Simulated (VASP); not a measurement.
Energy against volume of Mg (hcp). Method: PBE GGA with D3 dispersion (Becke-Johnson damping), VASP's PBE PAW potentials (set 64) (plane waves; VASP 6.6.1). Run with 520 eV cut-off, 13×13×7 Γ-centred mesh, first-order Methfessel-Paxton smearing of 0.10 eV, potentials Mg.

Shape and ions are relaxed at each volume.

```csv
V (Å³/atom),E (eV/atom)
20.320,-1.78284
20.969,-1.79134
21.617,-1.79405
22.266,-1.79181
```

Problem. Fit these four points and predict the energy of the run at 22.914 Å³/atom.

Solution. A cubic in V^(−2/3), the third-order Birch-Murnaghan form, passes through the four points with V0 = 21.63 Å³/atom and B0 = 41 GPa, and gives -1.7853 eV/atom there. The run gave -1.7853 eV/atom, +0.0 meV/atom from the fit; all five points give B0 = 41 GPa.

The compound is Mg in the hcp structure. It was relaxed first, which changed the volume by -7 %.
